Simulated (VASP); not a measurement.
```
CsI
1.0
    4.48693     0.00000     0.00000
    0.00000     4.48693     0.00000
    0.00000     0.00000     4.48693
Cs I
1 1
Direct
  0.00000   0.00000   0.00000
  0.50000   0.50000   0.50000
```

The numbers are results of PBE GGA with D4 dispersion, VASP's PBE PAW potentials (set 64) (plane waves; VASP), not measurements. Settings: 520 eV cut-off, 6×6×6 Γ-centred mesh, Gaussian smearing of 0.050 eV, potentials Cs_sv I.

Unless said otherwise, spin-orbit coupling is left out, though it shifts the bands of the heavy elements here.

Problem. Estimate the energy per atom (σ→0), band gap (on the k-mesh) with the smallest direct gap where there is one.

Solution. 
```yaml
band gap (on the k-mesh): 4.06 eV
smallest direct gap (on the k-mesh): 4.14 eV
energy per atom (σ→0): -2.903 eV/atom
```

The absolute energy has meaning only against runs of the same code, potentials and settings.

The compound is CsI in the CsCl type structure. This cell is one point of a volume scan, at 0.94 of the reference volume.
